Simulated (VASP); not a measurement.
Given:

```xyz
4
Lattice="1.6761 -5.3137 0.0000 1.6761 5.3137 0.0000 0.0000 0.0000 4.4636" Properties=species:S:1:pos:R:3 pbc="T T T"
P      1.6761     4.2329     4.1038
P      1.6761     1.0808     1.8720
P      1.6761    -1.0808     2.5916
P      1.7087    -4.2329     0.3598
```

Method: PBE GGA, VASP's PBE PAW potentials (set 64) (plane waves; VASP 6.6.1). Run with 400 eV cut-off, 1×1×1 Γ-centred mesh, Gaussian smearing of 0.050 eV, potentials P.

Predict the energy per atom (σ→0), pressure, largest force.

The energy per atom (σ→0) comes out as -4.277 eV/atom, the pressure comes out as 7.46 GPa and the largest force comes out as 2.862 eV/Å.

Total energies compare only between runs with the same potentials, cut-off and functional.

The compound is P in the black structure. The cell was not relaxed at this level, atoms are displaced from their ideal sites. The k-mesh is coarse (spacing up to 1.97 per Å, 2π included), so the numbers may not be converged in it. The run is one of a series of settings (KPOINTS 1×1×1 Γ-centred mesh against the base run), some of them coarse on purpose.
